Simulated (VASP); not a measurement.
Computed with HSE06 screened hybrid, VASP's PBE PAW potentials (set 64) (plane waves; VASP).

A VASP calculation is set up with these files.

### INCAR
```
SYSTEM = CSi62
PREC = Normal
ENCUT = 400
EDIFF = 1E-5
NELM = 50
ALGO = Normal
LREAL = Auto
LASPH = .TRUE.
ISMEAR = 0
SIGMA = 0.05
GGA = PE
LWAVE = .FALSE.
LCHARG = .FALSE.
NELMIN = 4
ISYM = 0
NELECT = 253.0
ISPIN = 2
NUPDOWN = 3
MAGMOM = 63*0.0476
LORBIT = 10
HFSCREEN = 0.2
AEXX = 0.25
LHFCALC = .TRUE.
PRECFOCK = Fast
ISIF = 0
```

### KPOINTS
```
Regular mesh
0
G
 1 1 1
```

### POSCAR
```
CSi62
1
   10.9370747000     0.0000000000     0.0000000000
    0.0000000000    10.9370747000     0.0000000000
    0.0000000000     0.0000000000    10.9370747000
Si C
62 1
Direct
  0.5003172261   0.9990992434   0.9991979825
  0.6265081680   0.1236967645   0.1237985669
  0.7512201040   0.2486829907   0.9983663054
  0.8762066682   0.3733850857   0.1237827204
  0.7512287075   0.9983006850   0.2488178921
  0.8762130898   0.1237334784   0.3735763131
  0.0001114724   0.9997742838   0.9998442858
  0.1276979252   0.1240339023   0.1241169591
  0.2520286418   0.2512091042   0.0005558022
  0.3795343017   0.3732115202   0.1288183865
  0.5004869827   0.4993970940   0.0010223425
  0.6267347896   0.6202850828   0.1287922131
  0.7486899526   0.7478649066   0.0005689677
  0.8758443871   0.8722293959   0.1241517951
  0.2520582478   0.0004295032   0.2512729351
  0.3795670620   0.1286860811   0.3732332447
  0.5087926778   0.2511151942   0.2512048196
  0.7487549954   0.4910120462   0.2511796777
  0.8711725972   0.6202952474   0.3732468506
  0.5005297199   0.0009386261   0.4994688485
  0.6267246523   0.1287409688   0.6204138897
  0.7487528329   0.2511643336   0.4911752035
  0.8711709097   0.3732256694   0.6204628147
  0.7486842395   0.0004295075   0.7479093641
  0.8758556182   0.1240448862   0.8722709301
  0.0007947176   0.4995755507   0.9992016067
  0.1284503846   0.6225062473   0.1292392602
  0.2496617056   0.7502087324   0.0026513707
  0.3774250324   0.8714353254   0.1292703598
  0.0016271009   0.2487012264   0.2487984399
  0.1256319262   0.3743799769   0.3744796545
  0.2581447557   0.4990562909   0.2585901721
  0.3880873405   0.6118262317   0.4003648328
  0.5008484534   0.7416722409   0.2585765014
  0.6255086991   0.8742191098   0.3745178618
  0.0008061184   0.9990898540   0.4996967416
  0.1284571430   0.1291434662   0.6226106708
  0.2581769919   0.2584406782   0.4991321849
  0.3880795874   0.4002252098   0.6119030327
  0.5996337675   0.6117908034   0.6119271601
  0.7414158994   0.7416452212   0.4991717363
  0.8707520140   0.8714204938   0.6226166313
  0.2496833452   0.0025715884   0.7503507850
  0.3774081388   0.1291754716   0.8715571464
  0.5008384095   0.2584674145   0.7418247569
  0.6254848606   0.3743549939   0.8743448308
  0.7414016938   0.4990753226   0.7418684610
  0.8707696962   0.6225278127   0.8715605038
  0.9994102324   0.7478337783   0.2512915263
  0.1265501763   0.8733571740   0.3744804685
  0.9989485115   0.4994149858   0.4994825388
  0.1235457208   0.6255997901   0.6256787760
  0.2507680300   0.7491797009   0.5016806335
  0.3743059445   0.8764092636   0.6257041185
  0.9994150648   0.2511991653   0.7479119771
  0.1265450861   0.3743743842   0.8734320149
  0.2507474136   0.5015794119   0.7492286380
  0.3742970253   0.6256013597   0.8764317110
  0.4983012437   0.7491716022   0.7492331141
  0.6254929327   0.8733625562   0.8734293634
  0.9973387816   0.7502136746   0.7503590365
  0.1250584805   0.8748686655   0.8749467331
  0.4673546052   0.5325876237   0.5326185378
```

POTCAR, in this order: Si C (PBE.64 set). Program: vasp_gam. Read from the step before: WAVECAR.

Output of the run:

**OUTCAR**
```
 ion  position               nearest neighbor table
   1  0.500  0.999  0.999-   2 2.37  60 2.38  44 2.40  29 2.40
   2  0.627  0.124  0.124-  17 2.35   3 2.37   5 2.37   1 2.37
   3  0.751  0.249  0.998-   4 2.37   2 2.37  25 2.37  46 2.37
   4  0.876  0.373  0.124-  18 2.35   3 2.37  30 2.37  26 2.37
   5  0.751  0.998  0.249-   2 2.37   6 2.37  14 2.37  35 2.37
   6  0.876  0.124  0.374-  22 2.35  30 2.37   5 2.37  36 2.37
   7  0.000  1.000  1.000-  62 2.37  25 2.38  14 2.38   8 2.38
   8  0.128  0.124  0.124-   9 2.37  15 2.37  30 2.37   7 2.38
   9  0.252  0.251  0.001-   8 2.37  56 2.37  44 2.38  10 2.39
  10  0.380  0.373  0.129-  17 2.36  11 2.37  32 2.38   9 2.39
  11  0.500  0.499  0.001-  12 2.37  10 2.37  46 2.38  58 2.38
  12  0.627  0.620  0.129-  18 2.36  11 2.37  34 2.38  13 2.39
  13  0.749  0.748  0.001-  14 2.37  60 2.37  48 2.38  12 2.39
  14  0.876  0.872  0.124-  49 2.37  13 2.37   5 2.37   7 2.38
  15  0.252  0.000  0.251-   8 2.37  50 2.37  29 2.38  16 2.39
  16  0.380  0.129  0.373-  17 2.36  20 2.37  38 2.38  15 2.39
  17  0.509  0.251  0.251-   2 2.35  16 2.36  10 2.36
  18  0.749  0.491  0.251-   4 2.35  12 2.36  19 2.36
  19  0.871  0.620  0.373-  18 2.36  51 2.37  41 2.38  49 2.39
  20  0.501  0.001  0.499-  21 2.37  16 2.37  35 2.38  54 2.38
  21  0.627  0.129  0.620-  22 2.36  20 2.37  45 2.38  24 2.39
  22  0.749  0.251  0.491-   6 2.35  21 2.36  23 2.36
  23  0.871  0.373  0.620-  22 2.36  51 2.37  47 2.38  55 2.39
  24  0.749  0.000  0.748-  25 2.37  60 2.37  42 2.38  21 2.39
  25  0.876  0.124  0.872-  55 2.37  24 2.37   3 2.37   7 2.38
  26  0.001  0.500  0.999-   4 2.37  56 2.38  48 2.40  27 2.40
  27  0.128  0.623  0.129-  28 2.37  49 2.38  26 2.40  32 2.42
  28  0.250  0.750  0.003-  58 2.37  27 2.37  29 2.37  62 2.38
  29  0.377  0.871  0.129-  28 2.37  15 2.38   1 2.40  34 2.42
  30  0.002  0.249  0.249-   4 2.37   6 2.37  31 2.37   8 2.37
  31  0.126  0.374  0.374-  32 2.36  38 2.36  30 2.37  51 2.38
  32  0.258  0.499  0.259-  31 2.36  10 2.38  27 2.42  33 2.44
  33  0.388  0.612  0.400-  63 1.90  53 2.40  34 2.44  32 2.44
  34  0.501  0.742  0.259-  35 2.36  12 2.38  29 2.42  33 2.44
  35  0.626  0.874  0.375-  41 2.36  34 2.36   5 2.37  20 2.38
  36  0.001  0.999  0.500-   6 2.37  50 2.38  37 2.40  42 2.40
  37  0.128  0.129  0.623-  43 2.37  55 2.38  36 2.40  38 2.42
  38  0.258  0.258  0.499-  31 2.36  16 2.38  37 2.42  39 2.44
  39  0.388  0.400  0.612-  63 1.90  57 2.40  45 2.44  38 2.44
  40  0.600  0.612  0.612-  63 1.90  59 2.40  41 2.44  47 2.44
  41  0.741  0.742  0.499-  35 2.36  19 2.38  42 2.42  40 2.44
  42  0.871  0.871  0.623-  61 2.37  24 2.38  36 2.40  41 2.42
  43  0.250  0.003  0.750-  54 2.37  44 2.37  37 2.37  62 2.38
  44  0.377  0.129  0.872-  43 2.37   9 2.38   1 2.40  45 2.42
  45  0.501  0.258  0.742-  46 2.36  21 2.38  44 2.42  39 2.44
  46  0.625  0.374  0.874-  45 2.36  47 2.36   3 2.37  11 2.38
  47  0.741  0.499  0.742-  46 2.36  23 2.38  48 2.42  40 2.44
  48  0.871  0.623  0.872-  61 2.37  13 2.38  26 2.40  47 2.42
  49  0.999  0.748  0.251-  14 2.37  50 2.37  27 2.38  19 2.39
  50  0.127  0.873  0.374-  53 2.37  15 2.37  49 2.37  36 2.38
  51  0.999  0.499  0.499-  19 2.37  23 2.37  31 2.38  52 2.38
  52  0.124  0.626  0.626-  57 2.37  53 2.37  61 2.37  51 2.38
  53  0.251  0.749  0.502-  54 2.37  52 2.37  50 2.37  33 2.40
  54  0.374  0.876  0.626-  59 2.37  53 2.37  43 2.37  20 2.38
  55  0.999  0.251  0.748-  25 2.37  56 2.37  37 2.38  23 2.39
  56  0.127  0.374  0.873-  57 2.37   9 2.37  55 2.37  26 2.38
  57  0.251  0.502  0.749-  52 2.37  58 2.37  56 2.37  39 2.40
  58  0.374  0.626  0.876-  59 2.37  57 2.37  28 2.37  11 2.38
  59  0.498  0.749  0.749-  54 2.37  58 2.37  60 2.37  40 2.40
  60  0.625  0.873  0.873-  59 2.37  24 2.37  13 2.37   1 2.38
  61  0.997  0.750  0.750-  52 2.37  48 2.37  42 2.37  62 2.38
  62  0.125  0.875  0.875-   7 2.37  43 2.38  61 2.38  28 2.38
  63  0.467  0.533  0.533-  33 1.90  40 1.90  39 1.90
 Subroutine IBZKPT returns following result:
 Found      1 irreducible k-points:

 Following reciprocal coordinates:
            Coordinates               Weight
  0.000000  0.000000  0.000000      1.000000
 Subroutine IBZKPT_HF returns following result:
   k-points           NKPTS =      1   k-points in BZ     NKDIM =      1   number of bands    NBANDS=    160
   number of dos      NEDOS =    301   number of ions     NIONS =     63
   total plane-waves  NPLWV = 157464
   dimension x,y,z NGX =    54 NGY =   54 NGZ =   54
...
```

### OSZICAR
```
       N       E                     dE             d eps       ncg     rms          rms(c)
DAV:   1    -0.384237143311E+03   -0.38424E+03   -0.12499E+01   640   0.799E+00    0.189E+01
DAV:   2    -0.384370425699E+03   -0.13328E+00   -0.43361E-01   720   0.132E+00    0.124E+01
DAV:   3    -0.384368928125E+03    0.14976E-02   -0.52197E-02   760   0.358E-01    0.737E+00
DAV:   4    -0.384365844612E+03    0.30835E-02   -0.12558E-02   752   0.167E-01    0.427E+00
DAV:   5    -0.384364430782E+03    0.14138E-02   -0.36518E-03   744   0.944E-02    0.245E+00
DAV:   6    -0.384363837911E+03    0.59287E-03   -0.13327E-03   776   0.625E-02    0.140E+00
DAV:   7    -0.384363634011E+03    0.20390E-03   -0.50633E-04   768   0.392E-02    0.800E-01
DAV:   8    -0.384363560405E+03    0.73606E-04   -0.12768E-04   688   0.200E-02    0.457E-01
DAV:   9    -0.384363536163E+03    0.24242E-04   -0.35410E-05   592   0.113E-02    0.261E-01
DAV:  10    -0.384363531073E+03    0.50899E-05   -0.13305E-05   464   0.743E-03
   1 F= -.38436353E+03 E0= -.38436353E+03  d E =-.286847E-11  mag=     3.0000
```

**OUTCAR**
```
------------------------ aborting loop because EDIFF is reached ----------------------------------------
  volume of cell :     1308.29
      direct lattice vectors                 reciprocal lattice vectors
    10.937074700  0.000000000  0.000000000     0.091432127  0.000000000  0.000000000
     0.000000000 10.937074700  0.000000000     0.000000000  0.091432127  0.000000000
     0.000000000  0.000000000 10.937074700     0.000000000  0.000000000  0.091432127
 POSITION                                       TOTAL-FORCE (eV/Angst)
 -----------------------------------------------------------------------------------
      5.47201     10.92722     10.92830         0.026862     -0.013293     -0.010347
      6.85217      1.35288      1.35399         0.019911      0.020102      0.019019
      8.21615      2.71986     10.91921         0.022352     -0.024314     -0.017162
      9.58314      4.08374      1.35382        -0.018271     -0.021496      0.018590
      8.21624     10.91849      2.72134         0.018604     -0.018754     -0.017771
      9.58321      1.35328      4.08583        -0.019713      0.017823     -0.027496
      0.00122     10.93461     10.93537         0.024431     -0.025017     -0.023077
      1.39664      1.35657      1.35748        -0.035856      0.005829      0.007818
      2.75646      2.74749      0.00608         0.033008     -0.006515     -0.013986
      4.15100      4.08184      1.40890         0.006933      0.000410     -0.005352
      5.47386      5.46194      0.01118        -0.007653      0.007469     -0.010346
      6.85465      6.78410      1.40861        -0.005258     -0.010197     -0.005437
      8.18848      8.17945      0.00622         0.008432     -0.030083     -0.014922
      9.57918      9.53964      1.35786        -0.004053      0.033885      0.003860
      2.75678      0.00470      2.74819         0.027960     -0.010265     -0.007941
      4.15135      1.40745      4.08208         0.007032     -0.005119      0.006488
      5.56470      2.74647      2.74745        -0.140447     -0.075041     -0.079439
      8.18919      5.37024      2.74717         0.078527      0.144723     -0.072164
      9.52808      6.78422      4.08223         0.001756     -0.012634      0.002025
      5.47433      0.01027      5.46273        -0.010670     -0.006458      0.010099
      6.85453      1.40805      6.78551        -0.003907     -0.008978     -0.007000
      8.18917      2.74700      5.37202         0.079756     -0.073984      0.143542
      9.52806      4.08200      6.78605         0.003121      0.001545     -0.009745
      8.18842      0.00470      8.17994         0.009809     -0.007736     -0.026969
      9.57930      1.35669      9.54009        -0.007446      0.003572      0.033635
      0.00869      5.46390     10.92834         0.014951     -0.026819     -0.014445
      1.40487      6.80840      1.41350        -0.019293      0.066785      0.011995
      2.73057      8.20509      0.02900         0.019448     -0.016356     -0.014812
      4.12793      9.53095      1.41384        -0.069374      0.014989      0.005472
      0.01780      2.72006      2.72113         0.017044     -0.025886     -0.024339
      1.37405      4.09462      4.09571        -0.006086      0.015664      0.016809
      2.82335      5.45822      2.82822         0.004002     -0.057711      0.002058
      4.24454      6.69159      4.37882        -0.103419      0.100276     -0.090659
      5.47782      8.11172      2.82807         0.062371     -0.000586      0.000624
      6.84124      9.56140      4.09613        -0.012921      0.005791      0.011809
      0.00882     10.92712      5.46522         0.011764     -0.014733     -0.025228
      1.40495      1.41245      6.80954        -0.017468      0.011246      0.065948
      2.82370      2.82659      5.45905         0.002328      0.002686     -0.061098
      4.24446      4.37729      6.69243        -0.099198     -0.079464      0.097850
      6.55824      6.69120      6.69269         0.086661      0.101908      0.100606
      8.10892      8.11143      5.45948         0.001091      0.002006     -0.060875
      9.52348      9.53079      6.80960        -0.010541      0.016404      0.063637
      2.73081      0.02813      8.20664         0.018692     -0.013666     -0.020391
      4.12774      1.41280      9.53229        -0.068822      0.009351      0.018379
      5.47771      2.82688      8.11339         0.059967      0.003168     -0.005220
      6.84097      4.09435      9.56277        -0.010854      0.018506      0.010544
      8.10877      5.45842      8.11387        -0.001654     -0.058398     -0.002321
      9.52367      6.80863      9.53232        -0.014940      0.065231      0.019900
     10.93062      8.17911      2.74839         0.016794     -0.027660     -0.007955
      1.38409      9.55197      4.09572        -0.011941      0.008734      0.003279
     10.92557      5.46214      5.46288         0.011196      0.006013      0.008826
      1.35123      6.84223      6.84310        -0.023514      0.006382      0.004049
      2.74267      8.19383      5.48692         0.007230     -0.008024      0.055962
      4.09381      9.58535      6.84337        -0.004043      0.021438      0.002110
     10.93068      2.74738      8.17997         0.016692     -0.005668     -0.028824
      1.38403      4.09456      9.55279        -0.012859      0.004325      0.010407
      2.74244      5.48581      8.19437         0.009031      0.054551     -0.008847
      4.09371      6.84225      9.58560        -0.003445      0.004247      0.023938
      5.44996      8.19375      8.19442        -0.053737     -0.009298     -0.008784
      6.84106      9.55203      9.55276        -0.002787      0.008951      0.012109
     10.90797      8.20514      8.20673         0.018274     -0.017940     -0.019986
      1.36777      9.56850      9.56936        -0.027522      0.024318      0.027922
      5.11149      5.82495      5.82529         0.081664     -0.096241     -0.076369
 -----------------------------------------------------------------------------------
    total drift:                                0.066383     -0.056169     -0.065840
  FREE ENERGIE OF THE ION-ELECTRON SYSTEM (eV)
  ---------------------------------------------------
  free  energy   TOTEN  =      -384.3635310729 eV

  energy  without entropy=     -384.3635310729  energy(sigma->0) =     -384.36353107

  exchange ACFDT corr.  =         0.00000000  see jH, gK, PRB 81, 115126

 total charge

# of ion       s       p       d       tot
------------------------------------------
    1        0.752   0.941   0.000   1.693
    2        0.750   0.960   0.000   1.710
    3        0.750   0.966   0.000   1.716
    4        0.750   0.961   0.000   1.711
    5        0.750   0.966   0.000   1.715
    6        0.750   0.960   0.000   1.710
    7        0.750   0.962   0.000   1.712
    8        0.748   0.965   0.000   1.713
    9        0.753   0.954   0.000   1.707
   10        0.750   0.953   0.000   1.703
   11        0.749   0.963   0.000   1.713
   12        0.750   0.953   0.000   1.703
   13        0.753   0.954   0.000   1.707
   14        0.748   0.965   0.000   1.713
   15        0.753   0.954   0.000   1.707
   16        0.750   0.953   0.000   1.703
   17        0.793   0.886   0.000   1.679
   18        0.793   0.886   0.000   1.679
   19        0.750   0.953   0.000   1.703
   20        0.749   0.963   0.000   1.713
   21        0.750   0.953   0.000   1.703
   22        0.793   0.886   0.000   1.679
   23        0.750   0.953   0.000   1.703
   24        0.753   0.954   0.000   1.707
   25        0.748   0.965   0.000   1.713
...
```
(Selected blocks of OUTCAR.)

File OUTCAR:
```
 val. band max:        5.5047248438   @ k =   0.0000   0.0000   0.0000

 cond. band min:       5.9654292887   @ k =   0.0000   0.0000   0.0000


 Fermi energy:         5.7443884683

 spin component 1

 k-point     1 :       0.0000    0.0000    0.0000
  band No.  band energies     occupation
      1      -8.9791      1.00000
      2      -7.9079      1.00000
      3      -6.9110      1.00000
      4      -6.9107      1.00000
      5      -6.8578      1.00000
      6      -6.8575      1.00000
      7      -6.7984      1.00000
      8      -6.5413      1.00000
      9      -5.9071      1.00000
     10      -5.9070      1.00000
     11      -5.8688      1.00000
     12      -5.8685      1.00000
     13      -5.8619      1.00000
     14      -5.8252      1.00000
     15      -5.8249      1.00000
     16      -5.8199      1.00000
     17      -5.8198      1.00000
     18      -5.7990      1.00000
     19      -5.7022      1.00000
     20      -5.6320      1.00000
     21      -5.5239      1.00000
     22      -5.5237      1.00000
     23      -5.0936      1.00000
     24      -3.9714      1.00000
     25      -3.6444      1.00000
     26      -3.6439      1.00000
     27      -3.5690      1.00000
     28      -3.5256      1.00000
     29      -3.5249      1.00000
     30      -3.5008      1.00000
     31      -3.4785      1.00000
     32      -3.4782      1.00000
     33      -3.3866      1.00000
     34      -3.3864      1.00000
     35      -3.3767      1.00000
     36      -3.3573      1.00000
     37      -3.3568      1.00000
     38      -3.3131      1.00000
     39      -3.2694      1.00000
     40      -3.2694      1.00000
     41      -2.6634      1.00000
     42      -2.5510      1.00000
     43      -2.5506      1.00000
     44      -2.5121      1.00000
     45      -1.9233      1.00000
     46      -1.2693      1.00000
     47      -1.2682      1.00000
     48      -1.1231      1.00000
     49      -0.9686      1.00000
...
```

The cell is charged, with a uniform compensating background. The supercell is sampled at Γ alone, which is coarse: total energies, pressure and levels can be off, energies of defects by several tenths of an eV.

The cell is a supercell with a defect, built from Si (diamond): C_Si-vac_Si, charge -1. The cell's shape comes from a PBE relaxation.
